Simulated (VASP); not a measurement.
Here is the system:

```
CELL_PARAMETERS angstrom
      5.29257     0.00000     0.00000
      0.00000     3.74241     0.00000
      0.00000     0.00000    25.90163
ATOMIC_POSITIONS crystal
  Cu 0.90670 0.00000 0.65236
  Cu 0.62537 0.50000 0.60937
  Cu 0.94817 0.00000 0.55548
  Cu 0.44817 0.50000 0.44452
  Cu 0.12537 0.00000 0.39063
  Cu 0.40670 0.50000 0.34764
  Cl 0.28087 0.00000 0.61019
  Cl 0.75342 0.50000 0.69056
  Cl 0.23547 0.00000 0.47291
  Cl 0.73547 0.50000 0.52709
  Cl 0.25342 0.00000 0.30944
  Cl 0.78087 0.50000 0.38981
```

All values below come from PBEsol GGA, VASP's PBE PAW potentials (set 64) (plane waves; VASP). Run with PREC = Normal, 400 eV cut-off, 4×5×1 Γ-centred mesh, Gaussian smearing of 0.050 eV, potentials Cu Cl.

Question: What does the run give for the energy per atom (σ→0), band gap (on the k-mesh) with the smallest direct gap where there is one?

Answer: 
| Item | Result |
|---|---|
| band gap (on the k-mesh) | 1.55 eV |
| smallest direct gap (on the k-mesh) | 1.55 eV |
| energy per atom (σ→0) | -3.554 eV/atom |

The absolute energy has meaning only against runs of the same code, potentials and settings.

The cell is a thin slab with vacuum, built from CuCl (zinc blende): (110) face.
